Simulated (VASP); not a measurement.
OSZICAR of a VASP run on TiAl (L1_0):

File OSZICAR:
```
       N       E                     dE             d eps       ncg     rms          rms(c)
DAV:   1     0.764851912215E+02    0.76485E+02   -0.65938E+03  1653   0.117E+03
DAV:   2    -0.880633887655E+01   -0.85292E+02   -0.82812E+02  1683   0.300E+02
DAV:   3    -0.137561489912E+02   -0.49498E+01   -0.47536E+01  2530   0.715E+01
DAV:   4    -0.139177789631E+02   -0.16163E+00   -0.16017E+00  2078   0.114E+01
DAV:   5    -0.139250334612E+02   -0.72545E-02   -0.72515E-02  2396   0.215E+00    0.100E+01
DAV:   6    -0.124690587214E+02    0.14560E+01   -0.11734E+01  2028   0.381E+01    0.334E+00
DAV:   7    -0.123548731475E+02    0.11419E+00   -0.10864E+00  1917   0.111E+01    0.197E+00
DAV:   8    -0.123449544323E+02    0.99187E-02   -0.14659E-01  1894   0.436E+00    0.539E-01
DAV:   9    -0.123428497893E+02    0.21046E-02   -0.27277E-02  1995   0.217E+00    0.209E-01
DAV:  10    -0.123430786930E+02   -0.22890E-03   -0.14332E-03  2042   0.419E-01    0.490E-02
DAV:  11    -0.123430485387E+02    0.30154E-04   -0.27194E-04  2015   0.191E-01    0.457E-02
DAV:  12    -0.123430520889E+02   -0.35501E-05   -0.27026E-05  1920   0.623E-02    0.660E-03
DAV:  13    -0.123430516183E+02    0.47053E-06   -0.12322E-06  1323   0.129E-02
   1 F= -.12343052E+02 E0= -.12342645E+02  d E =-.121994E-02
```

Task: Which electronic solver shows in the log?

Result: It is blocked Davidson (ALGO = Normal, or the opening steps of other solvers). The INCAR had ALGO = Normal.

Task: Can the final energy be trusted as converged?

Result: The run converged. It stopped with EDIFF = 1E-6, NELM = 100 (PBE GGA, plane waves, VASP's PBE PAW potentials (set 64)).

The compound is TiAl in the L1_0 structure. The cell was not relaxed at this level, atoms are displaced from their ideal sites. The k-mesh is coarse (spacing up to 0.32 per Å, 2π included), so the numbers may not be converged in it. The run is one of a series of settings (KPOINTS 8×8×5 Γ-centred mesh against the base run), some of them coarse on purpose. The electron count is odd and the run is not spin-polarised, which forces a metal.
